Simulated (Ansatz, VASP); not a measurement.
# Cross-check of WS2 (Tungstenite) between VASP and Ansatz

Aim: how closely do two programs agree when they are given the same cell, functional and k mesh? The cell is taken from a series of runs on this material, whose earlier steps may have relaxed, scaled, displaced or heated it; both programs get it as it stands.

Method: plane waves, with VASP 6.6.1 beside it; single point at PBE, spin-orbit coupling, in Ansatz 0.2.0.

## 1. The structure

It takes space group P6_3/mmc (No. 194, hexagonal). Conventional cell: a = 3.151 Å, b = 3.151 Å, c = 12.091 Å, α = 90.00°, β = 90.00°, γ = 120.00°. Nearest to W lie 6 S at 2.41 Å. Nearest to S lie 3 W at 2.41 Å. Farther neighbours and most contacts between anions are not listed.

Structure file:

```cif
data_structure
_symmetry_space_group_name_H-M 'P6_3/mmc'
_symmetry_Int_Tables_number 194
_cell_length_a 3.1514
_cell_length_b 3.1514
_cell_length_c 12.0905
_cell_angle_alpha 90.000
_cell_angle_beta 90.000
_cell_angle_gamma 120.000
_cell_volume 103.99
loop_
_atom_site_label
_atom_site_type_symbol
_atom_site_symmetry_multiplicity
_atom_site_Wyckoff_symbol
_atom_site_fract_x
_atom_site_fract_y
_atom_site_fract_z
_atom_site_occupancy
W1 W 2 c 0.33333 0.66667 0.25000 1
S1 S 4 f 0.33333 0.66667 0.61974 1
```

## 2. Ansatz: single point, PBE, spin-orbit coupling

Ansatz runs on its fully relativistic PAW (standard-fr) files.

With cell and atoms fixed, the geometry can't cause a difference; cores, projectors, grids and the points listed under the comparison can.

input.yaml reads:

```yaml
crystal:
  lattice:
    - [3.1514244389, 0.0, 0.0]
    - [-1.5757122194, 2.7292136222, 0.0]
    - [0.0, 0.0, 12.0905251829]
  atoms:
    - { symbol: W, position: [0.3333333333, 0.6666666667, 0.25] }
    - { symbol: W, position: [0.6666666667, 0.3333333333, 0.75] }
    - { symbol: S, position: [0.3333333333, 0.6666666667, 0.6197379494] }
    - { symbol: S, position: [0.6666666667, 0.3333333333, 0.1197379494] }
    - { symbol: S, position: [0.3333333333, 0.6666666667, 0.8802620506] }
    - { symbol: S, position: [0.6666666667, 0.3333333333, 0.3802620506] }
kpoints:
  mp_grid: { grid: [12, 12, 2] }
  band_path:
    path:
      - [0.0, 0.0, 0.0]
      - [0.5, 0.0, 0.0]
      - [0.33333333, 0.33333333, 0.0]
      - [0.0, 0.0, 0.5]
      - [0.5, 0.0, 0.5]
      - [0.33333333, 0.33333333, 0.5]
      - [0.1666666667, 0.1666666667, 0.0]
    npoints: 1
hamiltonian:
  xc: pbe
scf:
  occupations: { method: fermi_dirac, width: 0.02 }
  n_extra_bands: 12
magnetization:
  noncollinear: true
  spin_orbit: true
output:
  eigenvalues: true
  forces: true
  stress: true
  write_density: true
  write_potential: true
  elf: true
  volumetric_format: npy
basis:
  ecutwfc: 550.0
```

The run is started by

```
> ansatz run input.yaml --threads 2 --pin off --max-ram 92160MiB --backend cuda --devices 1 --max-vram 13GiB --events-out ev --progress --plain --runs-dir out
```

Numbers of over 12 decimals in the logs are rounded to 6 here.

Output:

```text
scf.n_extra_bands = 12 over 52 filled bands (N_el = 52.0): the run solves 64 bands
GPUs: using 1 of 1 available (devices: 1).
Engine: ansatz 0.2.0, x86_64-unknown-linux-gnu
Pseudopotentials: kind: paw_fr
Pseudopotential: W, paw_fr, valence charge 14, recommended cutoff 420 eV (normal), W.paw.azcp#standard-fr
Pseudopotential: S, paw_fr, valence charge 6, recommended cutoff 420 eV (normal), S.paw.azcp#standard-fr
Functional definition: PBE
  parameter kappa = 0.804
  parameter beta = 0.066725
  exchange = pbe_x(kappa = kappa, mu = beta*pi^2/3)
  correlation = pbe_c(beta = beta)
non-collinear run that drives no moment, with spin-orbit: no starting moment large enough to seed its density (crystal.atoms[].spin), no starting occupations that ask for one, no magnetisation constraint and no magnetic field, so the semilocal B_xc is pinned to zero
device memory: the entry about to start is reckoned to put 4.4 GiB on a device that reports 62.3 GiB free (of which the cap on the GPU budget leaves the run 13.0 GiB)
GPU FFT provider: cuFFT
GPU libraries: cuBLAS 13.8.2, cuFFT 12.4.0, cuSOLVER 12.3.4
Crystal: 6 atoms, lattice volume = 103.990 Å³
Basis set: ecut = 550 eV, 2987 PW (Γ), exchange–correlation on 50×50×192 points (8 copies of the dense FFT grid, shifted against one another)
Bands: 64, of which v1, the nominal top of the filled ones, is band 52 counted from 1 (51 counted from 0)
Symmetry: 24 space group operations + 24 with time reversal
Magnetic group: BNS 194.264 (UNI 1494), of the structure as read, at distance tolerance 4.7e-5 Å
k-points: 38 of 288
Projection manifold: j_resolved (fully-relativistic pseudo-atomic orbitals)
Non-local potential: W, projectors of the file, l = 0: 3, l = 1: 4, l = 2: 4, l = 3: 2
Non-local potential: S, projectors of the file, l = 0: 2, l = 1: 4, l = 2: 4
PAW form: soft (Blöchl's): semilocal exchange-correlation on the pseudo side does not see the compensation charge
PAW one-centre angular grid: W, 590 points (default); XC on 64 Gauss nodes
PAW one-centre angular grid: S, 110 points (default); XC on 64 Gauss nodes
Initial density: superposition of atomic densities (chi_scale 0.1, normalization cell, long waves kept (reshape's long-wave potential 0.03 eV rms))
Initial wavefunctions: pseudopotential atomic-orbital guess
GPU buffer pool allocated for 60000 grid points (all kernels)
GPU transforms: local potential and band sums: pruned to the plane-wave sphere, on 25×25×96
Functional: x = pbe(κ = 0.804, μ = 0.219515), c = pbe(β = 0.066725)
SCF iter   1: F=—  HF=-24432.708041 eV  |F-HF|=—  |Δ(HF+E_count)|=         —  Δρ=4.16e-2  dr2=2.95e0  dr2_m=0.00e0 (ungated)  ethr=3.10e-3  |M|=0.00e0 ∫|m|=0.00e0 μB  |m|>n=0.0e0 m-floor=0.0e0 τ_xc=0.0e0  β_m=0.30  ⟨swp⟩=6.2  Hψ=5881  notcnv=0
preconditioner: auto → Resta (q_TF=auto, 2.431 Å⁻¹)  ε∞=7.4  [insulator: Δε(μ)=0.781 eV  Ē_g=8.604 eV  σ=0.020 eV  W_gap=1.00  n_scr=26 (ndim 8)  ℏωp=21.8 eV  f_vac=0.000  D(μ)=0.00/eV (n_scr^D=0)  ε∞_Penn≈7.4]
spin=Noncollinear: Resta preconditioning applied to the charge; magnetization (m_x, m_y, m_z) channels mix plain (no charge-response kernel on spin).
SCF iter   2: F=—  HF=-24432.319116 eV  |F-HF|=—  |Δ(HF+E_count)|=   3.89e-1  Δρ=3.08e-2  dr2=1.64e0  dr2_m=0.00e0 (ungated)  ethr=3.10e-3  |M|=0.00e0 ∫|m|=0.00e0 μB  |m|>n=0.0e0 m-floor=0.0e0 τ_xc=0.0e0  β_m=0.65  ⟨swp⟩=1.0  Hψ=1406  notcnv=0  defer=4
SCF iter   3: F=—  HF=-24431.907973 eV  |F-HF|=—  |Δ(HF+E_count)|=   4.11e-1  Δρ=5.73e-3  dr2=3.84e-2  dr2_m=0.00e0 (ungated)  ethr=3.10e-3  |M|=0.00e0 ∫|m|=0.00e0 μB  |m|>n=0.0e0 m-floor=0.0e0 τ_xc=0.0e0  β_m=0.82  ⟨swp⟩=2.7  Hψ=1896  notcnv=0  defer=4
SCF iter   4: F=—  HF=-24431.910004 eV  |F-HF|=—  |Δ(HF+E_count)|=   2.03e-3  Δρ=2.47e-3  dr2=2.73e-2  dr2_m=0.00e0 (ungated)  ethr=7.38e-5  |M|=0.00e0 ∫|m|=0.00e0 μB  |m|>n=0.0e0 m-floor=0.0e0 τ_xc=0.0e0  β_m=0.77  ⟨swp⟩=3.0  Hψ=2278  notcnv=0  defer=206
SCF iter   5: F=—  HF=-24431.908283 eV  |F-HF|=—  |Δ(HF+E_count)|=   1.72e-3  Δρ=1.08e-3  dr2=2.16e-3  dr2_m=0.00e0 (ungated)  ethr=5.26e-5  |M|=0.00e0 ∫|m|=0.00e0 μB  |m|>n=0.0e0 m-floor=0.0e0 τ_xc=0.0e0  β_m=0.83  ⟨swp⟩=2.1  Hψ=1657  notcnv=0  defer=208
SCF iter   6: F=—  HF=-24431.908177 eV  |F-HF|=—  |Δ(HF+E_count)|=   1.06e-4  Δρ=3.35e-4  dr2=1.15e-4  dr2_m=0.00e0 (ungated)  ethr=4.15e-6  |M|=0.00e0 ∫|m|=0.00e0 μB  |m|>n=0.0e0 m-floor=0.0e0 τ_xc=0.0e0  β_m=0.91  ⟨swp⟩=2.0  Hψ=1746  notcnv=0  defer=208
SCF iter   7: F=—  HF=-24431.908204 eV  |F-HF|=—  |Δ(HF+E_count)|=   2.76e-5  Δρ=6.02e-5  dr2=4.68e-6  dr2_m=0.00e0 (ungated)  ethr=2.22e-7  |M|=0.00e0 ∫|m|=0.00e0 μB  |m|>n=0.0e0 m-floor=0.0e0 τ_xc=0.0e0  β_m=0.96  ⟨swp⟩=2.0  Hψ=1785  notcnv=0  defer=208
SCF iter   8: F=—  HF=-24431.908272 eV  |F-HF|=—  |Δ(HF+E_count)|=   6.76e-5  Δρ=1.21e-5  dr2=3.44e-7  dr2_m=0.00e0 (ungated)  ethr=9.00e-9  |M|=0.00e0 ∫|m|=0.00e0 μB  |m|>n=0.0e0 m-floor=0.0e0 τ_xc=0.0e0  β_m=0.98  ⟨swp⟩=2.0  Hψ=1804  notcnv=0  defer=208
SCF iter   9: F=-24431.908272 eV  HF=-24431.908272 eV  |F-HF|=3.65e-9  |Δ(HF+E_count)|=   2.32e-7  Δρ=1.73e-6  dr2=3.55e-9  dr2_m=0.00e0 (ungated)  ethr=1.92e-10  |M|=0.00e0 ∫|m|=0.00e0 μB  |m|>n=0.0e0 m-floor=0.0e0 τ_xc=0.0e0  ⟨swp⟩=18.2  Hψ=12434  notcnv=0
SCF 1 converged in 9 iterations: F = -24431.908272 eV  dr2 = 3.55e-9
  greatest PAW one-centre occupation: 1.000 electrons in one spin orbital (limit 2), on the W atom at site 1 (counted from 0), in its partial waves of l = 0
device memory: the entry about to start is reckoned to put 2.7 GiB on a device that reports 57.7 GiB free (of which the cap on the GPU budget leaves the run 13.0 GiB)
NSCF: frozen V_eff on 7 k-points
SCF converged after 9 iterations
Magnetization: |M| = 0.0000 μB,  M = (+0.0000, +0.0000, +0.0000) μB
Absolute magnetization: 0.0000 μB (∫|m|)
  site 0: m = (+0.0000, +0.0000, +0.0000) μB, |m| = 0.0000 μB  (R = 0.99 Å)
  site 1: m = (+0.0000, +0.0000, +0.0000) μB, |m| = 0.0000 μB  (R = 0.99 Å)
  site 2: m = (+0.0000, +0.0000, +0.0000) μB, |m| = 0.0000 μB  (R = 0.99 Å)
  site 3: m = (+0.0000, +0.0000, +0.0000) μB, |m| = 0.0000 μB  (R = 0.99 Å)
  site 4: m = (+0.0000, +0.0000, +0.0000) μB, |m| = 0.0000 μB  (R = 0.99 Å)
  site 5: m = (+0.0000, +0.0000, +0.0000) μB, |m| = 0.0000 μB  (R = 0.99 Å)
Free energy (F): -24431.908272 eV
Harris-Foulkes:  -24431.908272 eV  (|F-HF|=3.65e-9)
Internal energy: -24431.908272 eV  (E = F + TS)
E sigma→0 (E₀):  -24431.908272 eV
Fermi energy:    12.599726 eV
--- Per-component energies (eV) ---
  E_band       = -358.208477
  E_kinetic    = 1335.072217
  E_local      = -3323.950268  (includes V_loc(G=0)·N_el)
  E_nonlocal   = 105.071928
  E_hartree    = 1312.355301
  E_xc         = -924.927441
  E_vxc        = -831.544593  (∫ρ·V_xc dr)
  E_paw        = -19567.629055  (= ΣΔE_a)
  E_vpaw       = -267.570372  (= ΣTr[D̂ρ^β])
  E_aug_tail   = -0.000041  (compensation charges beyond the density's cutoff)
  E_ewald      = -3367.900914
  E_smearing   = -0.000000  (= −TS)
  E_closure    = 0.000000  (closes the sum)
  Σ components = -24431.908272   (vs F -24431.908272, Δ=0.00e0)
--- Forces (eV/Å), atoms counted from 1 ---
  atom   1  W      0.00000000     0.00000000     0.00000000
  atom   2  W     -0.00000000    -0.00000000     0.00000000
  atom   3  S      0.00000000     0.00000000     0.01294917
  atom   4  S     -0.00000000    -0.00000000     0.01294917
  atom   5  S      0.00000000     0.00000000    -0.01294917
  atom   6  S     -0.00000000    -0.00000000    -0.01294917
  max |Σ_I F_I| component: 8.10e-18 eV/Å
--- Stress (GPa, compression-positive) ---
        4.405750       0.000000       0.000000
        0.000000       4.405750       0.000000
        0.000000       0.000000       4.600291
  P = ⅓ Tr σ = 4.4706 GPa (44.706 kbar)
--- Band table (eV; the first three rows and the last of 38) ---
  k-point 0: bands = [... 48 lower, 10.9064, 10.9064, 12.2058, 12.2058, 14.2925, 14.2925, 14.3438, 14.3438, ... 8 higher]
  k-point 1: bands = [... 48 lower, 11.8960, 11.8960, 11.8960, 11.8960, 14.3464, 14.3464, 14.3464, 14.3464, ... 8 higher]
  k-point 2: bands = [... 48 lower, 10.9414, 10.9414, 11.9502, 11.9502, 14.1948, 14.1948, 14.2135, 14.2135, ... 8 higher]
  k-point 37: bands = [... 48 lower, 11.2620, 11.2620, 11.6723, 11.6723, 13.3958, 13.3958, 13.4339, 13.4339, ... 8 higher]
```

## 3. VASP: single point, PBE, spin-orbit coupling

The same cell, functional, mesh and smearing now go to VASP, with its own data sets.

Lines of VASP's logs that name or quote its potential files are left out, and so is its time.

INCAR reads:

```
SYSTEM = WS2
PREC = Accurate
ENCUT = 600
EDIFF = 1E-06
NELM = 200
ISMEAR = -1
SIGMA = 0.02
LREAL = .FALSE.
ALGO = Normal
GGA = PE
LNONCOLLINEAR = .TRUE.
MAGMOM = 0 0 0 0 0 0 0 0 0 0 0 0 0 0 0 0 0 0
NBANDS = 48
GGA_COMPAT = .FALSE.
LASPH = .TRUE.
LSORBIT = .TRUE.
LMAXMIX = 4
LORBIT = 11
LWAVE = .FALSE.
LCHARG = .FALSE.
ISIF = 2
EFERMI = MIDGAP
KPAR = 2
```

POSCAR reads:

```
WS2
1.0
    3.1514244389      0.0000000000      0.0000000000
   -1.5757122194      2.7292136222      0.0000000000
    0.0000000000      0.0000000000     12.0905251829
W S
2 4
Direct
    0.3333333334      0.6666666668      0.2500000000
    0.6666666668      0.3333333334      0.7500000000
    0.3333333334      0.6666666668      0.6197379494
    0.6666666668      0.3333333334      0.1197379494
    0.3333333334      0.6666666668      0.8802620506
    0.6666666668      0.3333333334      0.3802620506
```

KPOINTS reads:

```
Automatic mesh
0
Gamma
12 12 2
0 0 0
```

PAW data sets: W and S (PBE family, release 64).

The run is started by

```
> mpirun -np 2 vasp_ncl
```

Output:

```text
[banner, memory and clock lines left out]
running    2 mpi-ranks, on    1 nodes
 distrk:  each k-point on    1 cores,    2 groups
 distr:  one band on    1 cores,    1 groups

 POSCAR found type information on POSCAR W S
 POSCAR found :  2 types and       6 ions
 LDA part: xc-table for (Slater+PW92), standard interpolation
 POSCAR, INCAR and KPOINTS ok, starting setup
 FFT: planning ... GRIDC
 FFT: planning ... GRID_SOFT
 FFT: planning ... GRID
 WAVECAR not read
 entering main loop
       N       E                     dE             d eps       ncg     rms          rms(c)
DAV:   1     0.213150421547E+03    0.21315E+03   -0.17595E+04  3648   0.151E+03
DAV:   2    -0.295152523208E+02   -0.24267E+03   -0.23167E+03  4688   0.312E+02
DAV:   3    -0.497338752835E+02   -0.20219E+02   -0.19944E+02  4704   0.844E+01
DAV:   4    -0.503482776156E+02   -0.61440E+00   -0.61110E+00  5096   0.157E+01
DAV:   5    -0.503630271707E+02   -0.14750E-01   -0.14725E-01  4784   0.234E+00    0.402E+01
DAV:   6    -0.480113802792E+02    0.23516E+01   -0.10299E+01  5272   0.165E+01    0.185E+01
DAV:   7    -0.477224167263E+02    0.28896E+00   -0.32616E+00  4744   0.109E+01    0.925E+00
DAV:   8    -0.476108165183E+02    0.11160E+00   -0.42983E-01  4888   0.421E+00    0.165E+00
DAV:   9    -0.476034518362E+02    0.73647E-02   -0.73075E-02  4856   0.150E+00    0.746E-01
DAV:  10    -0.476019120083E+02    0.15398E-02   -0.10167E-02  4856   0.616E-01    0.349E-01
DAV:  11    -0.476014824710E+02    0.42954E-03   -0.36703E-03  4880   0.309E-01    0.243E-01
DAV:  12    -0.476014822193E+02    0.25175E-06   -0.59500E-04  4928   0.146E-01    0.986E-02
DAV:  13    -0.476015036478E+02   -0.21429E-04   -0.79069E-05  4584   0.584E-02    0.786E-02
DAV:  14    -0.476015078226E+02   -0.41749E-05   -0.87397E-06  5072   0.155E-02    0.508E-02
DAV:  15    -0.476015081496E+02   -0.32697E-06   -0.45175E-06  4272   0.108E-02
   1 F= -.47601508E+02 E0= -.47601508E+02  d E =-.128782E-10  mag=     0.0000     0.0000     0.0000
```

(Continued in part 2 of 2.)

[Lines on the potential files, build, host, timing and source positions are cut from VASP's logs without a mark.]

[Logs are printed without paths, hosts, clocks, repeated set-up lines and the standing remarks that a program may print on its own settings, such as how far it seeks lower states.]

[Hosts, paths, dates, database ids (printed as entryN), source tags and the programs' standing remarks are cut or masked in the printed files.]
